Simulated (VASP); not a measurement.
Here is the system:

```
CdF2
1.0
    0.00000     2.74329     2.74329
    2.74329     0.00000     2.74329
    2.74329     2.74329     0.00000
Cd F
1 2
Direct
  0.00000   0.00000   0.00000
  0.25000   0.25000   0.25000
  0.75000   0.75000   0.75000
```

Computed with PBE GGA, VASP's PBE PAW potentials (set 64) (plane waves; VASP). Run with 620 eV cut-off, 7×7×7 Γ-centred mesh, Gaussian smearing of 0.050 eV, potentials Cd F.

Energy and stress use the plane-wave basis of the starting cell.

### Question
The ions, cell shape and volume at an external pressure of 5.0 GPa are relaxed. What does this cell relax into?

### Answer

```
CdF2
1.0
    0.00000     2.70073     2.70073
    2.70073     0.00000     2.70073
    2.70073     2.70073     0.00000
Cd F
1 2
Direct
  0.00000   0.00000   0.00000
  0.25000   0.25000   0.25000
  0.75000   0.75000   0.75000
```
Space group Fm-3m (225), at a tolerance of 0.03 Å.

### Question
How do energy and volume change from the first to the last step?

### Answer
The energy (σ→0) changes by +9.5 meV/atom and the volume by -4.6 %, in 3 ionic steps.

The compound is CdF2 in the fluorite structure. This run relaxes it under an external pressure of 5 GPa. Symmetry was kept, so distortions that lower it aren't found.
